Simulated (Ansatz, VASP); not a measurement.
# Cross-check of SnClF between VASP and Ansatz, part 2 of 2

One calculation is typed for both programs; each brings its own data sets. How far apart do they land? The cell is taken from a series of runs on this material, whose earlier steps may have relaxed, scaled, displaced or heated it; both programs get it as it stands.

VASP 6.6.1 and Ansatz 0.2.0.

So far. Step 2 (Ansatz: single point, PBEsol, pair 1): The run ends at a pressure of -3.38 GPa, with forces up to 0.20 eV/Å. Step 3 (VASP: single point, PBEsol, pair 1): The run ends at a pressure of -3.46 GPa, with forces up to 0.18 eV/Å.

## Step 5: Ansatz: single point, PBEsol, pair 2

Level of this step: Ansatz beside VASP: Kohn-Sham DFT, plane waves, PBEsol (Ansatz).

A single point gives forces, pressure and levels at one fixed geometry, so differences don't come from the geometry; what else differs is listed under the comparison.

The cell is taken from a series of runs on this material, whose earlier steps may have relaxed, scaled, displaced or heated it; both programs get it as it stands.

input.yaml reads:

```yaml
crystal:
  lattice:
    - [4.054978, 0.0, 0.0]
    - [0.0, 4.054978, 0.0]
    - [0.0, 0.0, 7.36387]
  atoms:
    - { symbol: Sn, position: [0.5, 0.0, 0.198677759] }
    - { symbol: Sn, position: [0.0, 0.5, 0.801322241] }
    - { symbol: Cl, position: [0.0, 0.5, 0.3410669791] }
    - { symbol: Cl, position: [0.5, 0.0, 0.6589330209] }
    - { symbol: F, position: [0.0, 0.0, 0.0] }
    - { symbol: F, position: [0.5, 0.5, 0.0] }
kpoints:
  mp_grid: { grid: [7, 7, 4] }
scf:
  occupations: { method: fixed }
hamiltonian:
  xc: pbesol
output:
  forces: false
  stress: false
  efg: { quadrupole_moments_barn: { Cl: -0.08112 } }
```

Command:

```
ansatz run input.yaml --threads 4 --pin off --max-ram 8192MiB --backend cpu --events-out ev --progress --plain --runs-dir out
```

Numbers of over 12 decimals in the logs are rounded to 6 here.

Log:

```text
[...]
Crystal: 6 atoms, lattice volume = 121.083 Å³
Basis set: ecut = 420 eV, 2393 PW (Γ)
Bands: 34, of which v1, the nominal top of the filled ones, is band 28 counted from 1 (27 counted from 0)
Symmetry: 16 space group operations
[...]
k-points: 30 of 196
[...]
electrostatic potential = -1776.895659 V   contact ρ = none
  atom   4  Cl V_zz =    -4.488918   η = 0.0000   by run symmetry: allowed   C_q = +8.8049 MHz
            electrostatic potential = -1776.895659 V   contact ρ = none
  atom   5  F  V_zz =    +0.128943   η = 0.0000   by run symmetry: allowed
            electrostatic potential = -737.881252 V   contact ρ = none
  atom   6  F  V_zz =    +0.128943   η = 0.0000   by run symmetry: allowed
            electrostatic potential = -737.881252 V   contact ρ = none
[key lines of the parts left out:]
SCF converged after 7 iterations
Free energy (F): -15626.130629 eV
Fermi energy:    5.552204 eV
```

## Step 6: VASP: single point, PBEsol, pair 2

The same cell, functional and mesh now go to VASP, with its own data sets.

INCAR reads:

```
SYSTEM = SnClF
PREC = Accurate
ENCUT = 520
EDIFF = 1E-06
NELM = 120
ISMEAR = 0
SIGMA = 0.01
LREAL = .FALSE.
ALGO = Normal
GGA = PS
NBANDS = 34
LORBIT = 11
LWAVE = .FALSE.
LCHARG = .FALSE.
ISIF = 2
LASPH = .TRUE.
GGA_COMPAT = .FALSE.
EFERMI = MIDGAP
KPAR = 2
```

POSCAR reads:

```
SnClF
1.0
    4.0549780000      0.0000000000      0.0000000000
    0.0000000000      4.0549780000      0.0000000000
    0.0000000000      0.0000000000      7.3638700000
Sn Cl F
2 2 2
Direct
    0.5000000000      0.0000000000      0.1986777590
    0.0000000000      0.5000000000      0.8013222410
    0.0000000000      0.5000000000      0.3410669791
    0.5000000000      0.0000000000      0.6589330209
    0.0000000000      0.0000000000      0.0000000000
    0.5000000000      0.5000000000      0.0000000000
```

KPOINTS reads:

```
Automatic mesh
0
Gamma
7 7 4
0 0 0
```

The projector-augmented-wave data sets are Sn_d, Cl and F (PBE family, release 64).

Command:

```
mpirun -np 2 vasp_std
```

Log:

```text
[banner, memory and clock lines left out]
running    2 mpi-ranks, on    1 nodes
[...]
[... a notice as in an earlier step ...]

 LDA part: xc-table for (Slater+PW92), standard interpolation
 POSCAR, INCAR and KPOINTS ok, starting setup
[...]
entering main loop
       N       E                     dE             d eps       ncg     rms          rms(c)
DAV:   1     0.645033972933E+03    0.64503E+03   -0.26871E+04  2128   0.215E+03
DAV:   2     0.795529214614E+02   -0.56548E+03   -0.55038E+03  2184   0.580E+02
DAV:   3    -0.222670043117E+02   -0.10182E+03   -0.97852E+02  2426   0.203E+02
DAV:   4    -0.278199919555E+02   -0.55530E+01   -0.55114E+01  2260   0.512E+01
[...]
DAV:  12    -0.260993955390E+02   -0.50828E-04   -0.81653E-05  2128   0.561E-02    0.143E-02
DAV:  13    -0.260993920176E+02    0.35214E-05   -0.16056E-05  2634   0.320E-02    0.382E-03
DAV:  14    -0.260993920011E+02    0.16472E-07   -0.17814E-06  1524   0.826E-03
   1 F= -.26099392E+02 E0= -.26099392E+02  d E =0.000000E+00
```

Parts of OUTCAR (step 6):

```text
  Total       -2.3906511     -2.3906511     -1.5902331      0.0000000      0.0000000      0.0000000
  in kB      -31.6332385    -31.6332385    -21.0420602      0.0000000      0.0000000      0.0000000
  external PRESSURE =     -28.1028457 kB  Pullay stress =       0.0000000 kB

 POSITION                                       TOTAL-FORCE (eV/Angst)
 -----------------------------------------------------------------------------------
      2.02749      0.00000      1.46304         0.000000      0.000000      0.017704
      0.00000      2.02749      5.90083        -0.000000     -0.000000     -0.017704
      0.00000      2.02749      2.51157        -0.000000     -0.000000      0.002659
      2.02749      0.00000      4.85230        -0.000000      0.000000     -0.002659
      0.00000      0.00000      0.00000        -0.000000     -0.000000      0.000000
      2.02749      2.02749      0.00000        -0.000000      0.000000      0.000000
 -----------------------------------------------------------------------------------
    total drift:                                0.000000      0.000000      0.000000

  FREE ENERGIE OF THE ION-ELECTRON SYSTEM (eV)
  ---------------------------------------------------
  free  energy   TOTEN  =       -26.0993920011 eV

  energy  without entropy=      -26.0993920011  energy(sigma->0) =      -26.09939200

[... 3 further parts left out ...]
[key lines of the parts left out:]
E-fermi :   4.5521
```

The run ends at a pressure of -2.81 GPa, with forces up to 0.018 eV/Å.

## Step 7: Comparison

What differs besides the data sets and the points named for the pairs above, as far as they apply: fixed occupations in Ansatz, narrow Gaussian smearing in VASP; the cutoff is 420 eV in Ansatz and 520 eV in VASP. Total energies have different zeros and are not compared.

Both answers:

| quantity | Ansatz | VASP | difference |
| --- | --- | --- | --- |
| gap on the k mesh (eV) | 2.338 | 2.334 | +0.004 |

A gap on the mesh is an upper bound, since the band edges may lie between its points.

## Step 8: Outcome

- r.m.s. force difference (single point, PBEsol, pair 1): 5.2 meV/Å
- difference in gap on the k mesh (single point, PBEsol, pair 2): 0.0038 eV

The r.m.s. force difference is 5.2 meV/Å (single point, PBEsol, pair 1), within the 12 meV/Å picked in this series as the mark of a large difference. 1 further run of this series is not shown here. Such differences can come from data sets, numerical settings and the points named under the comparisons, not from the functional's error against experiment.

[Lines on the potential files, build, host, timing and source positions are cut from VASP's logs without a mark.]

[Logs are printed without paths, hosts, clocks, repeated set-up lines and the standing remarks that a program may print on its own settings, such as how far it seeks lower states.]

[Hosts, paths, dates, database ids (printed as entryN), source tags and the programs' standing remarks are cut or masked in the printed files.]
